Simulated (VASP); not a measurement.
Output of a VASP run:

### OSZICAR
```
...
       N       E                     dE             d eps       ncg     rms          rms(c)
DAV:   1    -0.210548206329E+03   -0.49916E-02   -0.74241E-01   772   0.119E+00    0.459E-01
RMM:   2    -0.210551653305E+03   -0.34470E-02   -0.40349E-02   776   0.281E-01    0.177E-01
RMM:   3    -0.210552492740E+03   -0.83944E-03   -0.85190E-03   848   0.107E-01    0.162E-01
RMM:   4    -0.210552564236E+03   -0.71495E-04   -0.95249E-04   808   0.414E-02    0.117E-01
RMM:   5    -0.210552568254E+03   -0.40183E-05   -0.22894E-04   787   0.205E-02    0.552E-02
RMM:   6    -0.210552578872E+03   -0.10618E-04   -0.73145E-05   625   0.120E-02    0.179E-02
RMM:   7    -0.210552578495E+03    0.37709E-06   -0.13082E-05   447   0.531E-03
   7 F= -.21055258E+03 E0= -.21053330E+03  d E =-.209440E-01  mag=     2.0000
       N       E                     dE             d eps       ncg     rms          rms(c)
DAV:   1    -0.210540282034E+03    0.12297E-01   -0.29617E+00   764   0.238E+00    0.963E-01
RMM:   2    -0.210554203632E+03   -0.13922E-01   -0.16148E-01   776   0.563E-01    0.373E-01
RMM:   3    -0.210557492846E+03   -0.32892E-02   -0.33495E-02   849   0.215E-01    0.334E-01
RMM:   4    -0.210557755923E+03   -0.26308E-03   -0.36609E-03   832   0.827E-02    0.238E-01
RMM:   5    -0.210557754721E+03    0.12021E-05   -0.88845E-04   818   0.411E-02    0.105E-01
RMM:   6    -0.210557788999E+03   -0.34278E-04   -0.28884E-04   819   0.234E-02    0.359E-02
RMM:   7    -0.210557787417E+03    0.15821E-05   -0.56737E-05   572   0.105E-02
   8 F= -.21055779E+03 E0= -.21053850E+03  d E =-.261529E-01  mag=     2.0000
       N       E                     dE             d eps       ncg     rms          rms(c)
DAV:   1    -0.210557913669E+03   -0.12467E-03   -0.12964E-01   812   0.499E-01    0.197E-01
RMM:   2    -0.210558508154E+03   -0.59448E-03   -0.68886E-03   776   0.117E-01    0.808E-02
RMM:   3    -0.210558637789E+03   -0.12963E-03   -0.13717E-03   834   0.442E-02    0.711E-02
RMM:   4    -0.210558645771E+03   -0.79819E-05   -0.14897E-04   711   0.168E-02    0.502E-02
RMM:   5    -0.210558641788E+03    0.39830E-05   -0.35742E-05   527   0.849E-03
   9 F= -.21055864E+03 E0= -.21053936E+03  d E =-.270072E-01  mag=     2.0000
       N       E                     dE             d eps       ncg     rms          rms(c)
DAV:   1    -0.210560372485E+03   -0.17267E-02   -0.68352E-01   794   0.128E+00    0.459E-01
RMM:   2    -0.210563410436E+03   -0.30380E-02   -0.40254E-02   764   0.310E-01    0.167E-01
RMM:   3    -0.210564003963E+03   -0.59353E-03   -0.70475E-03   836   0.125E-01    0.134E-01
RMM:   4    -0.210564049703E+03   -0.45740E-04   -0.99848E-04   839   0.500E-02    0.750E-02
RMM:   5    -0.210564045491E+03    0.42123E-05   -0.22011E-04   781   0.249E-02    0.242E-02
RMM:   6    -0.210564050490E+03   -0.49995E-05   -0.67034E-05   619   0.126E-02
  10 F= -.21056405E+03 E0= -.21054477E+03  d E =-.540870E-02  mag=     2.0000
       N       E                     dE             d eps       ncg     rms          rms(c)
DAV:   1    -0.210564146566E+03   -0.10107E-03   -0.22122E-01   848   0.725E-01    0.264E-01
RMM:   2    -0.210565155141E+03   -0.10086E-02   -0.13271E-02   764   0.177E-01    0.970E-02
RMM:   3    -0.210565358229E+03   -0.20309E-03   -0.23861E-03   838   0.715E-02    0.783E-02
RMM:   4    -0.210565374060E+03   -0.15830E-04   -0.34295E-04   830   0.289E-02    0.443E-02
RMM:   5    -0.210565372848E+03    0.12112E-05   -0.78944E-05   683   0.146E-02
  11 F= -.21056537E+03 E0= -.21054609E+03  d E =-.673106E-02  mag=     2.0000
```

OUTCAR:
```
------------------------ aborting loop because EDIFF is reached ----------------------------------------
  FORCE on cell =-STRESS in cart. coord.  units (eV):
  Direction    XX          YY          ZZ          XY          YZ          ZX
  --------------------------------------------------------------------------------------
  Total       39.4395751     39.4458194     39.4619283     -0.0088144     -0.0015960      0.0044459
  in kB       27.9791963     27.9836262     27.9950541     -0.0062531     -0.0011322      0.0031540
  external PRESSURE =      27.9859589 kB  Pullay stress =       0.0000000 kB
  volume of cell :     2258.43
      direct lattice vectors                 reciprocal lattice vectors
    13.120061114  0.000000000  0.000000000     0.076219157  0.000000000  0.000000000
     0.000000000 13.120061114  0.000000000     0.000000000  0.076219157  0.000000000
     0.000000000  0.000000000 13.120061114     0.000000000  0.000000000  0.076219157
  FREE ENERGIE OF THE ION-ELECTRON SYSTEM (eV)
  ---------------------------------------------------
  free  energy   TOTEN  =      -210.5653728484 eV

  energy  without entropy=     -210.5268072687  energy(sigma->0) =     -210.54609006

 total charge

# of ion       s       p       d       tot
------------------------------------------
    1        1.363   2.036   0.014   3.414
    2        1.382   2.000   0.015   3.396
    3        1.365   2.034   0.014   3.412
    4        1.363   2.036   0.014   3.414
    5        1.363   2.036   0.014   3.414
    6        1.365   2.036   0.016   3.416
    7        1.363   2.036   0.014   3.414
    8        1.363   2.036   0.014   3.414
    9        1.365   2.034   0.014   3.412
   10        1.365   2.034   0.014   3.412
   11        1.365   2.036   0.016   3.416
   12        1.365   2.034   0.014   3.412
   13        1.363   2.036   0.014   3.414
   14        1.382   2.000   0.015   3.396
   15        1.363   2.036   0.014   3.414
   16        1.363   2.036   0.014   3.414
   17        1.365   2.034   0.014   3.412
   18        1.365   2.034   0.014   3.412
   19        1.382   2.000   0.015   3.396
   20        1.365   2.034   0.014   3.412
   21        1.367   2.032   0.017   3.416
   22        1.363   2.036   0.014   3.414
   23        1.363   2.036   0.014   3.414
   24        1.365   2.034   0.014   3.412
   25        1.365   2.034   0.014   3.412
   26        1.365   2.034   0.014   3.412
   27        1.365   2.036   0.016   3.416
   28        1.363   2.036   0.014   3.414
   29        1.363   2.036   0.014   3.414
   30        1.365   2.034   0.014   3.412
   31        1.365   2.034   0.014   3.412
   32        1.807   0.935   0.118   2.861
   33        1.806   0.936   0.116   2.859
   34        1.807   0.935   0.118   2.861
   35        1.805   0.941   0.117   2.863
   36        1.806   0.936   0.116   2.859
   37        1.792   0.970   0.091   2.853
   38        1.806   0.936   0.116   2.859
   39        1.807   0.935   0.118   2.861
   40        1.792   0.970   0.091   2.853
   41        1.792   0.970   0.091   2.853
   42        1.807   0.935   0.118   2.861
   43        1.806   0.936   0.116   2.859
   44        1.805   0.941   0.117   2.863
   45        1.807   0.935   0.118   2.861
   46        1.806   0.936   0.116   2.859
   47        1.807   0.935   0.118   2.861
   48        1.792   0.970   0.091   2.853
...
```
(Selected blocks of OUTCAR.)

File POSCAR:
```
Pb32Te31
1
   13.1200611136    -0.0000000000    -0.0000000000
   -0.0000000000    13.1200611136     0.0000000000
    0.0000000000     0.0000000000    13.1200611136
Te Pb
31 32
Direct
  0.7500000000   0.2500000000   0.2500000000
  0.0000000000   0.5000000000   0.2500000000
  0.0000000000   0.2500000000   0.5000000000
  0.2500000000   0.2500000000   0.2500000000
  0.7500000000   0.7500000000   0.2500000000
  0.0000000000   0.0000000000   0.2500000000
  0.5000000000   0.2500000000   0.5000000000
  0.7500000000   0.5000000000   0.5000000000
  0.0000000000   0.7500000000   0.5000000000
  0.7500000000   0.2500000000   0.7500000000
  0.0000000000   0.5000000000   0.7500000000
  0.0000000000   0.2500000000   0.0000000000
  0.2500000000   0.7500000000   0.2500000000
  0.5000000000   0.0000000000   0.2500000000
  0.2500000000   0.5000000000   0.5000000000
  0.5000000000   0.7500000000   0.5000000000
  0.7500000000   0.0000000000   0.5000000000
  0.2500000000   0.2500000000   0.7500000000
  0.5000000000   0.5000000000   0.7500000000
  0.7500000000   0.7500000000   0.7500000000
  0.0000000000   0.0000000000   0.7500000000
  0.5000000000   0.2500000000   0.0000000000
  0.7500000000   0.5000000000   0.0000000000
  0.0000000000   0.7500000000   0.0000000000
  0.2500000000   0.0000000000   0.5000000000
  0.2500000000   0.7500000000   0.7500000000
  0.5000000000   0.0000000000   0.7500000000
  0.2500000000   0.5000000000   0.0000000000
  0.5000000000   0.7500000000   0.0000000000
  0.7500000000   0.0000000000   0.0000000000
  0.2500000000   0.0000000000   0.0000000000
  0.5000000000   0.0000000000   0.0000000000
  0.7500000000   0.2500000000   0.0000000000
  0.7500000000   0.0000000000   0.2500000000
  0.0000000000   0.0000000000   0.0000000000
  0.2500000000   0.2500000000   0.0000000000
  0.5000000000   0.5000000000   0.0000000000
  0.7500000000   0.7500000000   0.0000000000
  0.2500000000   0.0000000000   0.2500000000
  0.5000000000   0.2500000000   0.2500000000
  0.7500000000   0.5000000000   0.2500000000
  0.5000000000   0.0000000000   0.5000000000
  0.7500000000   0.2500000000   0.5000000000
  0.7500000000   0.0000000000   0.7500000000
  0.0000000000   0.5000000000   0.0000000000
  0.2500000000   0.7500000000   0.0000000000
  0.0000000000   0.2500000000   0.2500000000
  0.2500000000   0.5000000000   0.2500000000
  0.5000000000   0.7500000000   0.2500000000
  0.0000000000   0.0000000000   0.5000000000
  0.2500000000   0.2500000000   0.5000000000
  0.5000000000   0.5000000000   0.5000000000
  0.7500000000   0.7500000000   0.5000000000
  0.2500000000   0.0000000000   0.7500000000
  0.5000000000   0.2500000000   0.7500000000
  0.7500000000   0.5000000000   0.7500000000
  0.0000000000   0.7500000000   0.2500000000
  0.0000000000   0.5000000000   0.5000000000
  0.2500000000   0.7500000000   0.5000000000
  0.0000000000   0.2500000000   0.7500000000
  0.2500000000   0.5000000000   0.7500000000
  0.5000000000   0.7500000000   0.7500000000
  0.0000000000   0.7500000000   0.7500000000
```

Question: Write an INCAR and KPOINTS that could have produced this output.

Answer: One answer among several that fit: the input of the run itself, PBE GGA, plane waves, VASP's PBE PAW potentials (set 64).

### INCAR
```
SYSTEM  =  Pb32Te31
PREC  =  Normal; ENCUT  =  400; LREAL  =  Auto
LASPH  =  T; ISYM  =  0; NELECT  =  316.0
EDIFF  =  1E-5; NELM  =  100; NELMIN  =  4
ALGO  =  Fast; LMAXMIX  =  4
ISMEAR  =  0; SIGMA  =  0.05
GGA  =  PE
ISPIN  =  2; MAGMOM  =  63*0.0317; NUPDOWN  =  2
IBRION  =  2; NSW  =  60; ISIF  =  2
EDIFFG  =  -0.03
LWAVE  =  F; LCHARG  =  F; LORBIT  =  10
```

KPOINTS:
```
Automatic
0
Gamma
  1 1 1
```

POTCAR, in this order: Te Pb (PBE.64 set). Program: vasp_gam.

The cell is charged, with a uniform compensating background. The supercell is sampled at Γ alone, which is coarse: total energies, pressure and levels can be off, energies of defects by several tenths of an eV.

The cell is a supercell with a defect, built from PbTe (rock salt): vac_Te, charge -2.
